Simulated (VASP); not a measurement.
A convergence study with VASP on GaAs (zinc blende): one setting is varied, all else stays as given below, so the limit is that of these other settings.

```
CELL_PARAMETERS angstrom
      0.00000     2.82500     2.82500
      2.82500     0.00000     2.82500
      2.82500     2.82500     0.00000
ATOMIC_POSITIONS crystal
  Ga 0.00000 0.00000 0.00000
  As 0.25000 0.25000 0.25000
```

Level of theory: PBE GGA, VASP's PBE PAW potentials (set 64) (plane waves; VASP). The tightest run used: 550 eV cut-off, 17×17×17 Γ-centred mesh, Gaussian smearing of 0.050 eV, potentials Ga_d As.

| setting | E (eV/atom) | pressure (GPa) | irreducible k-points |
|---|---|---|---|
| 1×1×1 mesh | 4.8214 | 48.52 | 1 |
| 2×2×2 mesh | -2.9052 | 9.55 | 3 |
| 3×3×3 mesh | -3.8324 | 4.84 | 4 |
| 5×5×5 mesh | -4.0933 | 3.66 | 10 |
| 6×6×6 mesh | -4.1125 | 3.61 | 16 |
| 7×7×7 mesh | -4.1197 | 3.60 | 20 |
| 8×8×8 mesh | -4.1226 | 3.61 | 29 |

**Question.** These are the cheaper rows. Estimate the results at 17×17×17 mesh, and how far the last row shown lies from them.

**Answer.** 
| quantity | tightest run | last row shown is off by |
|---|---|---|
| E (eV/atom) | -4.1251 | 0.0025 |
| pressure (GPa) | 3.64 | -0.03 |

Left out are rungs that failed or repeat a setting and relaxations that didn't move; long series are thinned to 24 rows.

The compound is GaAs in the zinc blende structure. The cell was not relaxed at this level.
